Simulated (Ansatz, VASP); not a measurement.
# CsBaSi in two plane-wave programs, part 2 of 3

Wanted: the spread between two codes on one cell, functional and k mesh. The cell is generated by rule, not measured, and may not be a known phase. The cell is taken from a series of runs on this material, whose earlier steps may have relaxed, scaled, displaced or heated it; both programs get it as it stands.

VASP 6.6.1 and Ansatz 0.2.0.

So far: Starting point; Ansatz: zone-centre phonons, PBEsol.

### Step 3. VASP: zone-centre phonons, PBEsol

Level of this step: PBEsol; plane waves and PAW (Ba_sv, Cs_sv, Si); invented cell (VASP).

The same cell, functional, mesh and smearing now go to VASP, with its own data sets.

Lines of VASP's logs that name or quote its potential files are left out, and so is its time.

INCAR reads:

```
SYSTEM = CsBaSi
PREC = Accurate
ENCUT = 500
EDIFF = 1E-08
NELM = 120
ISMEAR = 1
SIGMA = 0.15
LREAL = .FALSE.
ALGO = Normal
GGA = PS
NBANDS = 29
LORBIT = 11
LWAVE = .FALSE.
LCHARG = .FALSE.
ISIF = 2
IBRION = 8
LASPH = .TRUE.
GGA_COMPAT = .FALSE.
KPAR = 2
```

POSCAR reads:

```
CsBaSi
1.0
   -3.0155089175      3.0155089175      7.6692976235
    3.0155089175     -3.0155089175      7.6692976235
    3.0155089175      3.0155089175     -7.6692976235
Ba Cs Si
2 2 2
Direct
    0.5000000000      0.0000000000      0.5000000000
    0.0000000000      0.5000000000      0.5000000000
    0.7500000000      0.2500000000      0.5000000000
    0.2500000000      0.7500000000      0.5000000000
    0.9198121926      0.9198121926      0.0000000000
    0.0801878074      0.0801878074      0.0000000000
```

KPOINTS reads:

```
Automatic mesh
0
Gamma
8 8 8
0 0 0
```

The projector-augmented-wave data sets are Ba_sv, Cs_sv and Si (PBE family, release 64).

The run is started by

```bash
mpirun -np 2 vasp_std
```

What it wrote:

```text
[banner, memory and clock lines left out]
running    2 mpi-ranks, on    1 nodes
 distrk:  each k-point on    1 cores,    2 groups
 distr:  one band on    1 cores,    1 groups

 POSCAR found type information on POSCAR BaCsSi
 POSCAR found :  3 types and       6 ions
|                                                                             |
|               ----> ADVICE to this user running VASP <----                  |
|                                                                             |
|     You enforced a specific xc type in the INCAR file but a different       |
|     [... a line on the potential file left out ...]
|     I HOPE YOU KNOW WHAT YOU ARE DOING!                                     |
|                                                                             |

 LDA part: xc-table for (Slater+PW92), standard interpolation
 POSCAR, INCAR and KPOINTS ok, starting setup
 FFT: planning ... GRIDC
 FFT: planning ... GRID_SOFT
 FFT: planning ... GRID
 WAVECAR not read
 entering main loop
       N       E                     dE             d eps       ncg     rms          rms(c)
DAV:   1     0.325528334559E+03    0.32553E+03   -0.17777E+04  3422   0.125E+03
DAV:   2     0.121335573532E+02   -0.31339E+03   -0.30641E+03  4667   0.231E+02
DAV:   3    -0.205622651880E+02   -0.32696E+02   -0.32389E+02  4407   0.806E+01
DAV:   4    -0.217721626301E+02   -0.12099E+01   -0.12066E+01  5180   0.147E+01
DAV:   5    -0.217948236067E+02   -0.22661E-01   -0.22654E-01  4458   0.193E+00    0.759E+00
DAV:   6    -0.181701064878E+02    0.36247E+01   -0.11211E+01  3675   0.803E+00    0.376E+00
DAV:   7    -0.179528827203E+02    0.21722E+00   -0.19909E+00  4362   0.367E+00    0.171E+00
DAV:   8    -0.178929252306E+02    0.59957E-01   -0.26275E-01  4524   0.146E+00    0.676E-01
DAV:   9    -0.178825774836E+02    0.10348E-01   -0.87389E-02  4478   0.777E-01    0.273E-01
DAV:  10    -0.178827386638E+02   -0.16118E-03   -0.10597E-02  3959   0.315E-01    0.135E-01
DAV:  11    -0.178828571966E+02   -0.11853E-03   -0.13784E-03  4097   0.163E-01    0.379E-02
DAV:  12    -0.178828017526E+02    0.55444E-04   -0.14257E-04  4459   0.334E-02    0.247E-02
DAV:  13    -0.178827901626E+02    0.11590E-04   -0.28839E-04  4316   0.507E-02    0.647E-03
DAV:  14    -0.178827893823E+02    0.78030E-06   -0.25838E-05  4524   0.164E-02    0.481E-03
DAV:  15    -0.178827897050E+02   -0.32267E-06   -0.12275E-06  4557   0.404E-03    0.348E-03
DAV:  16    -0.178827896388E+02    0.66109E-07   -0.19872E-06  4271   0.454E-03    0.865E-04
DAV:  17    -0.178827896396E+02   -0.80081E-09   -0.15613E-07  3064   0.132E-03    0.767E-04
DAV:  18    -0.178827896387E+02    0.92496E-09   -0.57916E-08  3016   0.743E-04
   1 F= -.17882790E+02 E0= -.17883048E+02  d E =0.774239E-03
 Linear response reoptimize wavefunctions to high precision
DAV:   1    -0.178827896381E+02    0.65347E-09   -0.50367E-09  3033   0.251E-04
DAV:   2    -0.178827896380E+02    0.46384E-10   -0.21495E-10  2451   0.620E-05
 Linear response DOF=           7
 Linear response progress:
  Degree of freedom:   1/  7
       N       E                     dE             d eps       ncg     rms          rms(c)
RMM:   1    -0.210453312043E+00   -0.21045E+00    0.26733E-01  9642   0.181E+00
RMM:   2    -0.218646354269E+00   -0.81930E-02   -0.34782E-02  9861   0.398E-01    0.722E-02
RMM:   3    -0.219745818981E+00   -0.10995E-02   -0.22970E-03 11133   0.107E-01    0.510E-02
RMM:   4    -0.220326479240E+00   -0.58066E-03   -0.26395E-04 10082   0.466E-02    0.621E-03
RMM:   5    -0.220339238707E+00   -0.12759E-04   -0.38258E-05 11055   0.137E-02    0.471E-03
RMM:   6    -0.220412693311E+00   -0.73455E-04   -0.88341E-06 10816   0.685E-03    0.107E-03
RMM:   7    -0.220412289475E+00    0.40384E-06   -0.17930E-06 11714   0.221E-03    0.441E-04
RMM:   8    -0.220421050292E+00   -0.87608E-05   -0.43567E-07 11074   0.110E-03    0.123E-04
RMM:   9    -0.220421903465E+00   -0.85317E-06   -0.19181E-07 12260   0.507E-04    0.595E-05
RMM:  10    -0.220421283423E+00    0.62004E-06   -0.47312E-08 12323   0.277E-04    0.226E-05
RMM:  11    -0.220421424740E+00   -0.14132E-06   -0.51005E-08 12438   0.179E-04    0.131E-05
RMM:  12    -0.220421529106E+00   -0.10437E-06   -0.24172E-08 11767   0.137E-04    0.567E-06
RMM:  13    -0.220421488289E+00    0.40817E-07   -0.20407E-08 11658   0.110E-04    0.314E-06
RMM:  14    -0.220421500016E+00   -0.11727E-07   -0.19020E-08 11339   0.966E-05    0.136E-06
RMM:  15    -0.220421493851E+00    0.61645E-08   -0.20421E-08 10475   0.884E-05    0.168E-06
 first order change of Fermi-energy   0.31422E-03
 force on displaced ion       1 direction 1 :  -0.666  -0.000   0.000
 Linear response progress:
  Degree of freedom:   2/  7
       N       E                     dE             d eps       ncg     rms          rms(c)
RMM:   1    -0.208702262005E+00   -0.20870E+00    0.44158E-01  9934   0.211E+00
RMM:   2    -0.212798009120E+00   -0.40957E-02   -0.37336E-02 10332   0.454E-01    0.907E-02
RMM:   3    -0.212887203580E+00   -0.89194E-04   -0.31085E-03  9831   0.142E-01    0.498E-02
RMM:   4    -0.212728357926E+00    0.15885E-03   -0.64933E-04 10169   0.671E-02    0.148E-02
RMM:   5    -0.212746448053E+00   -0.18090E-04   -0.73029E-05 10861   0.188E-02    0.956E-03
RMM:   6    -0.212782923944E+00   -0.36476E-04   -0.18971E-05 10967   0.107E-02    0.187E-03
[...]
RMM:  10    -0.226683864887E+00    0.13043E-07   -0.21662E-07 11737   0.411E-04    0.410E-05
RMM:  11    -0.226684275615E+00   -0.41073E-06   -0.94087E-08 11915   0.257E-04    0.171E-05
RMM:  12    -0.226684342889E+00   -0.67274E-07   -0.90970E-08 11909   0.182E-04    0.121E-05
RMM:  13    -0.226684390648E+00   -0.47759E-07   -0.49842E-08 11729   0.137E-04    0.322E-06
RMM:  14    -0.226684398990E+00   -0.83412E-08   -0.71273E-08 11865   0.112E-04    0.333E-06
 first order change of Fermi-energy   0.40120E-04
 force on displaced ion       1 direction 3 :  -0.000   0.000  -2.781
 Linear response progress:
  Degree of freedom:   4/  7
       N       E                     dE             d eps       ncg     rms          rms(c)
RMM:   1    -0.193504796920E+00   -0.19350E+00    0.11361E-01 16438   0.122E+00
RMM:   2    -0.195567061481E+00   -0.20623E-02   -0.51537E-03 14876   0.244E-01    0.164E-02
RMM:   3    -0.195705957607E+00   -0.13890E-03   -0.34412E-04 15898   0.491E-02    0.836E-03
RMM:   4    -0.195735696608E+00   -0.29739E-04   -0.49316E-05 17357   0.180E-02    0.278E-03
RMM:   5    -0.195742379991E+00   -0.66834E-05   -0.76873E-06 17633   0.530E-03    0.108E-03
RMM:   6    -0.195743114574E+00   -0.73458E-06   -0.12621E-06 17920   0.221E-03    0.239E-04
RMM:   7    -0.195741209581E+00    0.19050E-05   -0.30242E-07 19341   0.796E-04    0.100E-04
RMM:   8    -0.195740613993E+00    0.59559E-06   -0.96770E-08 18783   0.403E-04    0.302E-05
RMM:   9    -0.195740805343E+00   -0.19135E-06   -0.37041E-08 20233   0.225E-04    0.194E-05
RMM:  10    -0.195741147388E+00   -0.34205E-06   -0.18849E-08 18124   0.160E-04    0.484E-06
RMM:  11    -0.195741156642E+00   -0.92539E-08   -0.19977E-08 20000   0.116E-04    0.247E-06
 first order change of Fermi-energy  -0.13740E-06
 force on displaced ion       3 direction 1 :  -0.527  -0.000  -0.000
 Linear response progress:
  Degree of freedom:   5/  7
       N       E                     dE             d eps       ncg     rms          rms(c)
RMM:   1    -0.198046081042E+00   -0.19805E+00    0.13315E-01 11417   0.128E+00
RMM:   2    -0.200607444315E+00   -0.25614E-02   -0.54857E-03  9515   0.256E-01    0.246E-02
RMM:   3    -0.200659690418E+00   -0.52246E-04   -0.50951E-04 10389   0.638E-02    0.112E-02
RMM:   4    -0.200639484461E+00    0.20206E-04   -0.88455E-05 11560   0.247E-02    0.425E-03
RMM:   5    -0.200623257891E+00    0.16227E-04   -0.10076E-05 11748   0.742E-03    0.191E-03
RMM:   6    -0.200616103022E+00    0.71549E-05   -0.18524E-06 11740   0.291E-03    0.795E-04
RMM:   7    -0.200611496875E+00    0.46061E-05   -0.31243E-07 11545   0.133E-03    0.220E-04
RMM:   8    -0.200610953176E+00    0.54370E-06   -0.33860E-08 12294   0.547E-04    0.105E-04
RMM:   9    -0.200611373427E+00   -0.42025E-06    0.14004E-07 11954   0.303E-04    0.311E-05
RMM:  10    -0.200611534682E+00   -0.16126E-06   -0.44440E-08 12427   0.183E-04    0.157E-05
RMM:  11    -0.200611622691E+00   -0.88008E-07    0.47933E-08 12758   0.132E-04    0.549E-06
RMM:  12    -0.200611657684E+00   -0.34993E-07   -0.54357E-08 12304   0.109E-04    0.272E-06
RMM:  13    -0.200611653999E+00    0.36849E-08   -0.60135E-08 12071   0.976E-05    0.103E-06
 first order change of Fermi-energy  -0.71947E-09
 force on displaced ion       3 direction 3 :  -0.000   0.000  -1.337
 Linear response progress:
  Degree of freedom:   6/  7
       N       E                     dE             d eps       ncg     rms          rms(c)
RMM:   1    -0.234952353218E-01   -0.23495E-01    0.41650E-03 19031   0.430E-01
RMM:   2    -0.215072142073E-01    0.19880E-02   -0.35369E-03 16370   0.130E-01    0.560E-02
RMM:   3    -0.215270985237E-01   -0.19884E-04   -0.70868E-04 15209   0.676E-02    0.284E-02
RMM:   4    -0.216877316167E-01   -0.16063E-03   -0.24119E-04 16308   0.401E-02    0.104E-02
RMM:   5    -0.216868248225E-01    0.90679E-06   -0.36007E-05 16688   0.130E-02    0.389E-03
RMM:   6    -0.217108605741E-01   -0.24036E-04   -0.81080E-06 17301   0.619E-03    0.177E-03
RMM:   7    -0.217058644516E-01    0.49961E-05    0.88431E-07 18143   0.253E-03    0.509E-04
RMM:   8    -0.217070087014E-01   -0.11442E-05   -0.34723E-06 18851   0.107E-03    0.191E-04
RMM:   9    -0.217080479518E-01   -0.10393E-05    0.10418E-06 18908   0.517E-04    0.869E-05
RMM:  10    -0.217087809180E-01   -0.73297E-06   -0.21248E-07 18815   0.321E-04    0.563E-05
RMM:  11    -0.217086623605E-01    0.11856E-06    0.83145E-07 18382   0.184E-04    0.118E-05
RMM:  12    -0.217086165325E-01    0.45828E-07   -0.35625E-07 19487   0.101E-04    0.767E-06
RMM:  13    -0.217086203528E-01   -0.38203E-08   -0.74617E-08 19329   0.631E-05    0.501E-06
 first order change of Fermi-energy   0.37089E-04
 force on displaced ion       5 direction 1 :  -2.715  -0.000  -0.000
 Linear response progress:
  Degree of freedom:   7/  7
       N       E                     dE             d eps       ncg     rms          rms(c)
RMM:   1    -0.245558698804E-01   -0.24556E-01    0.55972E-03  6891   0.403E-01
RMM:   2    -0.223140566129E-01    0.22418E-02   -0.36189E-03  6124   0.119E-01    0.864E-02
RMM:   3    -0.222641919768E-01    0.49865E-04   -0.65498E-04  5877   0.577E-02    0.437E-02
RMM:   4    -0.224269106083E-01   -0.16272E-03   -0.34266E-04  6468   0.367E-02    0.134E-02
RMM:   5    -0.224115855012E-01    0.15325E-04   -0.29016E-05  6310   0.127E-02    0.546E-03
RMM:   6    -0.224345033714E-01   -0.22918E-04   -0.77895E-06  6497   0.582E-03    0.184E-03
RMM:   7    -0.224321471585E-01    0.23562E-05   -0.19847E-06  6654   0.238E-03    0.999E-04
RMM:   8    -0.224366225879E-01   -0.44754E-05    0.30515E-06  6560   0.137E-03    0.186E-04
RMM:   9    -0.224374301808E-01   -0.80759E-06    0.81126E-06  6987   0.454E-04    0.120E-04
RMM:  10    -0.224377661282E-01   -0.33595E-06    0.20975E-06  6634   0.250E-04    0.351E-05
RMM:  11    -0.224378223188E-01   -0.56191E-07    0.21166E-06  7298   0.123E-04    0.217E-05
RMM:  12    -0.224378357036E-01   -0.13385E-07    0.42708E-07  7091   0.803E-05    0.386E-06
RMM:  13    -0.224378292199E-01    0.64837E-08    0.58638E-07  7264   0.517E-05    0.491E-06
RMM:  14    -0.224378426197E-01   -0.13400E-07    0.80318E-08  6924   0.419E-05    0.105E-06
RMM:  15    -0.224378408884E-01    0.17313E-08    0.19757E-07  6275   0.362E-05    0.850E-07
RMM:  16    -0.224378406910E-01    0.19736E-09   -0.53245E-09  5253   0.333E-05    0.337E-07
 first order change of Fermi-energy   0.24802E+00
 force on displaced ion       5 direction 3 :  -0.000  -0.000  -5.466
 Linear response finished
```

[end of part 2 of 3]

[Lines on the potential files, build, host, timing and source positions are cut from VASP's logs without a mark.]

[Logs are printed without paths, hosts, clocks, repeated set-up lines and the standing remarks that a program may print on its own settings, such as how far it seeks lower states.]

[Hosts, paths, dates, database ids (printed as entryN), source tags and the programs' standing remarks are cut or masked in the printed files.]
